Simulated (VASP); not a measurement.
Crystal: Au.

```
Au
1.0
     0.00000    2.04000    2.04000
     2.04000    0.00000    2.04000
     2.04000    2.04000    0.00000
Au
1
Direct
  0.00000 0.00000 0.00000
```

The cell was built by a generator and needn't be a form met in nature.

```yaml
Program: VASP 6.6.1
Task: relaxation of cell and atoms
Functional: PBE
Potentials_or_basis: VASP PAW PBE potentials, release 64 (Au)
Cutoff: 600 eV
k_mesh: 18 × 18 × 18
Occupations: methfessel-paxton, width 0.1 eV
Spin: no spin polarisation
```

At the start: pressure 9.3 GPa; volume 16.98 Å³/atom.

Question: How do energy, volume and symmetry change on relaxing?

Answer: Over 4 steps the energy falls by 26.3 meV/atom and the volume is 17.95 Å³/atom (+5.7 %); space group Fm-3m (No. 225, to 0.05 Å).

The path:
```csv
step,energy change (eV),largest force (eV/Å),pressure (GPa),volume (Å³)
1,0.0000,0.0000,9.26,16.98
2,0.0233,0.0000,-9.18,19.51
3,-0.0262,0.0000,-0.14,17.97
4,-0.0263,0.0000,0.00,17.95
```

Final structure:
```
CELL_PARAMETERS angstrom
0.00000 2.07801 2.07801
2.07801 0.00000 2.07801
2.07801 2.07801 0.00000
ATOMIC_POSITIONS crystal
Au 0.00000 0.00000 0.00000
```
